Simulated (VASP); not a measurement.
Method: PBE GGA with D3 dispersion (zero damping), VASP's PBE PAW potentials (set 64) (plane waves; VASP 6.6.1).

VASP ran on this input.

POSCAR:
```
MoS2
1
    1.5805428694    -2.7375802770     0.0000000000
    1.5805428694     2.7375802770     0.0000000000
    0.0000000000     0.0000000000    12.3159755144
Mo S
2 4
Direct
  0.3333330000   0.6666670000   0.2500000000
  0.6666670000   0.3333330000   0.7500000000
  0.3333330000   0.6666670000   0.8769591542
  0.6666670000   0.3333330000   0.3769591542
  0.6666670000   0.3333330000   0.1230408458
  0.3333330000   0.6666670000   0.6230408458
```

INCAR:
```
NSW=30
IBRION=2   ! conjugate gradients
ISIF=4
EDIFF=1E-7
LASPH=T   ! aspherical one-centre terms
GGA=PE
SYSTEM=MoS2
LCHARG=F
IVDW=11
NELM=100
SIGMA=0.05
EDIFFG=-0.01   ! ionic stop
LREAL=F   ! projection in real space or not
ALGO=Normal
ENCUT=520   ! plane-wave cut-off (eV)
PREC=Accurate
LMAXMIX=4   ! l cut-off of mixed one-centre charges
LWAVE=F
ISMEAR=0   ! Gaussian
```

KPOINTS:
```
Automatic
0
G
 8 8 2
```

POTCAR, in this order: Mo_sv S (PBE.64 set). Program: vasp_std.

The run wrote:

OSZICAR:
```
       N       E                     dE             d eps       ncg     rms          rms(c)
DAV:   1     0.457199795528E+03    0.45720E+03   -0.29635E+04  1376   0.160E+03
DAV:   2    -0.202739998322E+02   -0.47747E+03   -0.46755E+03  1528   0.399E+02
DAV:   3    -0.459464403351E+02   -0.25672E+02   -0.25521E+02  1621   0.807E+01
DAV:   4    -0.465158892945E+02   -0.56945E+00   -0.56771E+00  1487   0.118E+01
DAV:   5    -0.465315852020E+02   -0.15696E-01   -0.15689E-01  1668   0.186E+00    0.347E+01
DAV:   6    -0.443664391477E+02    0.21651E+01   -0.23065E+01  1422   0.253E+01    0.134E+01
DAV:   7    -0.439306479626E+02    0.43579E+00   -0.99726E+00  1403   0.160E+01    0.833E+00
DAV:   8    -0.436018537550E+02    0.32879E+00   -0.15717E+00  1649   0.689E+00    0.289E+00
DAV:   9    -0.436132476792E+02   -0.11394E-01   -0.14710E-01  1646   0.188E+00    0.134E+00
DAV:  10    -0.436050203271E+02    0.82274E-02   -0.67370E-02  1537   0.143E+00    0.340E-01
DAV:  11    -0.436050315239E+02   -0.11197E-04   -0.26124E-03  1536   0.295E-01    0.186E-01
DAV:  12    -0.436049448092E+02    0.86715E-04   -0.52773E-04  1617   0.120E-01    0.704E-02
DAV:  13    -0.436049547072E+02   -0.98979E-05   -0.15662E-04  1639   0.664E-02    0.114E-02
DAV:  14    -0.436049564964E+02   -0.17892E-05   -0.14667E-05  1504   0.217E-02    0.149E-02
DAV:  15    -0.436049571615E+02   -0.66508E-06   -0.20920E-06  1311   0.788E-03    0.389E-03
DAV:  16    -0.436049569734E+02    0.18816E-06   -0.10480E-06  1458   0.579E-03    0.826E-04
DAV:  17    -0.436049570797E+02   -0.10636E-06   -0.53728E-08   998   0.143E-03    0.794E-04
DAV:  18    -0.436049570527E+02    0.27054E-07   -0.65231E-09   977   0.549E-04
   1 F= -.45200616E+02 E0= -.45200616E+02  d E =-.452006E+02
```

**OUTCAR**
```
------------------------ aborting loop because EDIFF is reached ----------------------------------------
 Edisp (eV)   -1.59566
  FORCE on cell =-STRESS in cart. coord.  units (eV):
  Direction    XX          YY          ZZ          XY          YZ          ZX
  --------------------------------------------------------------------------------------
  Total       0.09526     0.09526     0.06928     0.00000     0.00000     0.00000
  in kB       1.43208     1.43208     1.04146     0.00000     0.00000     0.00000
  external pressure =        1.30 kB  Pullay stress =        0.00 kB
  volume of cell :      106.58
      direct lattice vectors                 reciprocal lattice vectors
     1.580542869 -2.737580277  0.000000000     0.316347003 -0.182643046  0.000000000
     1.580542869  2.737580277  0.000000000     0.316347003  0.182643046  0.000000000
     0.000000000  0.000000000 12.315975514     0.000000000  0.000000000  0.081195355
 POSITION                                       TOTAL-FORCE (eV/Angst)
 -----------------------------------------------------------------------------------
      1.58054      0.91253      3.07899        -0.000000      0.000000      0.000000
      1.58054     -0.91253      9.23698         0.000000     -0.000000      0.000000
      1.58054      0.91253     10.80061        -0.000000     -0.000000      0.001647
      1.58054     -0.91253      4.64262         0.000000      0.000000      0.001647
      1.58054     -0.91253      1.51537         0.000000      0.000000     -0.001647
      1.58054      0.91253      7.67336        -0.000000     -0.000000     -0.001647
 -----------------------------------------------------------------------------------
    total drift:                                0.000000      0.001602     -0.000028
  FREE ENERGIE OF THE ION-ELECTRON SYSTEM (eV)
  ---------------------------------------------------
  free  energy   TOTEN  =       -45.2006161774 eV

  energy  without entropy=      -45.2006161774  energy(sigma->0) =      -45.20061618

 reached required accuracy - stopping structural energy minimisation
```
(Selected blocks of OUTCAR.)

OUTCAR:
```
 val. band max:        7.5515590123   @ k =   0.0000   0.0000   0.0000

 cond. band min:       8.5497206017   @ k =   0.2500   0.1250   0.0000


 Fermi energy:         7.9029506962

 k-point     1 :       0.0000    0.0000    0.0000
  band No.  band energies     occupation
      1     -53.9419      2.00000
      2     -53.9419      2.00000
      3     -28.0975      2.00000
      4     -28.0974      2.00000
      5     -27.8694      2.00000
      6     -27.8694      2.00000
      7     -27.8694      2.00000
      8     -27.8694      2.00000
      9      -7.4167      2.00000
     10      -7.1427      2.00000
     11      -6.2023      2.00000
     12      -5.7528      2.00000
     13       0.6597      2.00000
     14       1.6925      2.00000
     15       4.0567      2.00000
     16       4.2882      2.00000
     17       4.2882      2.00000
     18       4.3013      2.00000
     19       4.3013      2.00000
     20       5.3912      2.00000
     21       5.3913      2.00000
     22       5.4377      2.00000
     23       5.4378      2.00000
     24       6.3569      2.00000
     25       6.3966      2.00000
     26       7.5516      2.00000
     27       9.6845      0.00000
     28       9.6846      0.00000
     29       9.7126      0.00000
     30       9.7130      0.00000
     31       9.8520      0.00000

 k-point     2 :       0.1250    0.0000    0.0000
  band No.  band energies     occupation
      1     -53.9359      2.00000
      2     -53.9359      2.00000
      3     -28.0857      2.00000
      4     -28.0856      2.00000
      5     -27.9292      2.00000
      6     -27.9292      2.00000
      7     -27.8830      2.00000
      8     -27.8830      2.00000
      9      -7.1812      2.00000
     10      -6.9111      2.00000
     11      -6.0900      2.00000
     12      -5.6700      2.00000
     13       0.9233      2.00000
     14       1.9443      2.00000
     15       3.6378      2.00000
     16       3.7912      2.00000
     17       3.8274      2.00000
...
```

The compound is MoS2 in the 2H layered structure. It was relaxed first.
